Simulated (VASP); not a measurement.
All values below come from PBE GGA, VASP's PBE PAW potentials (set 64) (plane waves; VASP 6.6.1).

Input for VASP

INCAR:
```
SYSTEM = NaF
PREC = Accurate
ENCUT = 400
EDIFF = 1E-6
NELM = 100
ALGO = Normal
LREAL = .FALSE.
LASPH = .TRUE.
ISMEAR = 0
SIGMA = 0.01
GGA = PE
LWAVE = .FALSE.
LCHARG = .FALSE.
ISIF = 2
```

KPOINTS:
```
Regular mesh
0
G
  10 10 10
```

File POSCAR:
```
NaF
2.2220310
  0.0000000000   1.0000000000   1.0000000000
  1.0000000000   0.0000000000   1.0000000000
  1.0000000000   1.0000000000   0.0000000000
Na F
1 1
direct
  0.0000000000   0.0000000000   0.0000000000
  0.5000000000   0.5000000000   0.5000000000
```

POTCAR, in this order: Na_pv F (PBE.64 set). Program: vasp_std.

Output of the run:

### OSZICAR
```
       N       E                     dE             d eps       ncg     rms          rms(c)
DAV:   1     0.921197031910E+02    0.92120E+02   -0.75505E+03  1093   0.137E+03
DAV:   2    -0.515768474732E+01   -0.97277E+02   -0.92344E+02  1101   0.340E+02
DAV:   3    -0.928079909101E+01   -0.41231E+01   -0.41157E+01  1187   0.720E+01
DAV:   4    -0.931456597429E+01   -0.33767E-01   -0.33764E-01  1136   0.704E+00
DAV:   5    -0.931491320256E+01   -0.34723E-03   -0.34723E-03  1187   0.711E-01    0.522E+00
DAV:   6    -0.847901959125E+01    0.83589E+00   -0.32319E+00  1313   0.190E+01    0.178E+00
DAV:   7    -0.846741319377E+01    0.11606E-01   -0.27806E-02  1046   0.266E+00    0.107E+00
DAV:   8    -0.846639502885E+01    0.10182E-02   -0.22088E-02  1037   0.347E+00    0.933E-02
DAV:   9    -0.846702516818E+01   -0.63014E-03   -0.27410E-03  1208   0.607E-01    0.493E-02
DAV:  10    -0.846701157860E+01    0.13590E-04   -0.24933E-04  1067   0.262E-01    0.856E-03
DAV:  11    -0.846701266830E+01   -0.10897E-05   -0.84086E-06  1136   0.336E-02    0.255E-03
DAV:  12    -0.846701259707E+01    0.71233E-07   -0.86741E-07  1064   0.101E-02
   1 F= -.84670126E+01 E0= -.84670126E+01  d E =-.131753E-85
```

### OUTCAR
```
------------------------ aborting loop because EDIFF is reached ----------------------------------------
  FORCE on cell =-STRESS in cart. coord.  units (eV):
  Direction    XX          YY          ZZ          XY          YZ          ZX
  --------------------------------------------------------------------------------------
  Total        0.3872276      0.3872276      0.3872276      0.0000000      0.0000000      0.0000000
  in kB       28.2746066     28.2746066     28.2746066      0.0000000      0.0000000      0.0000000
  external PRESSURE =      28.2746066 kB  Pullay stress =       0.0000000 kB
  volume of cell :       21.94
      direct lattice vectors                 reciprocal lattice vectors
     0.000000000  2.222031000  2.222031000    -0.225019363  0.225019363  0.225019363
     2.222031000  0.000000000  2.222031000     0.225019363 -0.225019363  0.225019363
     2.222031000  2.222031000  0.000000000     0.225019363  0.225019363 -0.225019363
  FREE ENERGIE OF THE ION-ELECTRON SYSTEM (eV)
  ---------------------------------------------------
  free  energy   TOTEN  =        -8.4670125971 eV

  energy  without entropy=       -8.4670125971  energy(sigma->0) =       -8.46701260
```
(Selected blocks of OUTCAR.)

At this cut-off the stress carries a Pulay error, which pulls relaxed volumes low.

The structure comes from a computed database's NaF entry; how it stands against other phases isn't given here. The cell was not relaxed at this level, and its volume differs by -5.9 % from the start's.
